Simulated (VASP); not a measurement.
# Results of a VASP single-point calculation on BaTlBr$_{3}$ (cubic perovskite)

POSCAR

```
Tl Ba Br
 1.0000000000000000
     6.2293863488553747    0.0000000000000000   -0.0000000000000000
    -0.0000000000000000    6.2293863488553747   -0.0000000000000000
    -0.0000000000000000   -0.0000000000000000    6.2293863488553747
 Tl  Ba  Br
   1   1   3
Cartesian
  0.0000000000000000  0.0000000000000000  0.0000000000000000
  3.1146931744276873  3.1146931744276873  3.1146931744276873
  3.1146931744276873  3.1146931744276873 -0.0000000000000000
  3.1146931744276873  0.0000000000000000  3.1146931744276873
 -0.0000000000000000  3.1146931744276873  3.1146931744276873
```

* gap between bands v and c: 3.43 eV
* least direct gap: 3.60 eV

Band v is the last that the valence electrons fill when counted band by band, and c is the next. Levels in eV from the top of v:

```tsv
point	v−1	v	c	c+1
Γ	-0.13	-0.13	4.49	4.49
X	-0.16	-0.16	3.43	4.22
M	-0.30	0.00	3.95	3.95
R	0.00	0.00	4.37	4.37
```

**Question.** Which of these levels of theory gave these results?
A. PBE
B. PBE with spin–orbit coupling
C. PBEsol
D. r²SCAN
E. LDA
F. PBE0
G. HSE06

**Answer.** D.

The INCAR was:

```
EDIFF = 1E-7
LASPH = .TRUE.
LCHARG = .FALSE.
ISIF = 2
NBANDS = 30
ALGO = Normal
METAGGA = R2SCAN
ENCUT = 520
ISMEAR = 0
NELM = 120
NSW = 0
LWAVE = .FALSE.
PREC = Accurate
LREAL = .FALSE.
SIGMA = 0.01
IBRION = -1
```
